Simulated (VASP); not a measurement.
Input for VASP

**POSCAR**
```
CdS
1
    2.1114000000    -3.6570520000     0.0000000000
    2.1114000000     3.6570520000     0.0000000000
    0.0000000000     0.0000000000     6.8544000000
Cd S
2 2
Direct
  0.6666670000   0.3333330000   0.5000000000
  0.3333330000   0.6666670000   0.0000000000
  0.6666670000   0.3333330000   0.8770000000
  0.3333330000   0.6666670000   0.3770000000
```

KPOINTS:
```
Automatic mesh
0
Gamma
5 5 3
0 0 0
```

INCAR:
```
SYSTEM = CdS
PREC = Accurate
ENCUT = 400
EDIFF = 1E-6
NELM = 100
ALGO = Normal
LREAL = .FALSE.
LASPH = .TRUE.
ISMEAR = 0
SIGMA = 0.05
GGA = PE
LMAXMIX = 4
LWAVE = .FALSE.
LCHARG = .FALSE.
ISIF = 2
ISPIN = 2
MAGMOM = 1.0 1.0 1.0 1.0 1.0
```

POTCAR, in this order: Cd S (PBE.64 set). Program: vasp_std.

Task: One choice in this input is risky. Which, and does it do harm here?

Result: The risk: MAGMOM holds more values than there are atoms. Here it does no harm: the run (PBE GGA, plane waves, VASP's PBE PAW potentials (set 64)) converges to the same energy and pressure as with the safe setting.
File OSZICAR:
```
       N       E                     dE             d eps       ncg     rms          rms(c)
DAV:   1     0.213676842881E+03    0.21368E+03   -0.15370E+04   960   0.111E+03
DAV:   2    -0.181687459103E+01   -0.21549E+03   -0.20983E+03  1120   0.307E+02
DAV:   3    -0.125592320765E+02   -0.10742E+02   -0.10711E+02  1184   0.699E+01
DAV:   4    -0.126591909406E+02   -0.99959E-01   -0.99926E-01  1176   0.664E+00
DAV:   5    -0.126610890356E+02   -0.18981E-02   -0.18980E-02  1168   0.870E-01    0.131E+01
DAV:   6    -0.121123457104E+02    0.54874E+00   -0.28731E+00  1064   0.151E+01    0.883E+00
DAV:   7    -0.122746961777E+02   -0.16235E+00   -0.71825E-01  1040   0.519E+00    0.541E+00
DAV:   8    -0.122820509829E+02   -0.73548E-02   -0.61747E-02  1056   0.183E+00    0.208E+00
DAV:   9    -0.122813241610E+02    0.72682E-03   -0.55198E-03  1120   0.461E-01    0.455E-01
DAV:  10    -0.122833228687E+02   -0.19987E-02   -0.18631E-03  1112   0.289E-01    0.146E-01
DAV:  11    -0.122837189961E+02   -0.39613E-03   -0.28749E-04  1120   0.115E-01    0.102E-01
DAV:  12    -0.122838936035E+02   -0.17461E-03   -0.79888E-05  1088   0.494E-02    0.648E-02
DAV:  13    -0.122840014637E+02   -0.10786E-03   -0.11064E-04  1056   0.574E-02    0.113E-02
DAV:  14    -0.122840084397E+02   -0.69760E-05   -0.61429E-06  1192   0.136E-02    0.367E-03
DAV:  15    -0.122840099422E+02   -0.15025E-05   -0.79418E-07   816   0.472E-03    0.203E-03
DAV:  16    -0.122840107630E+02   -0.82078E-06   -0.87795E-07   856   0.457E-03
   1 F= -.12284011E+02 E0= -.12284011E+02  d E =-.182430E-15  mag=    -0.0001
```

The compound is CdS in the wurtzite structure. The cell was not relaxed at this level.
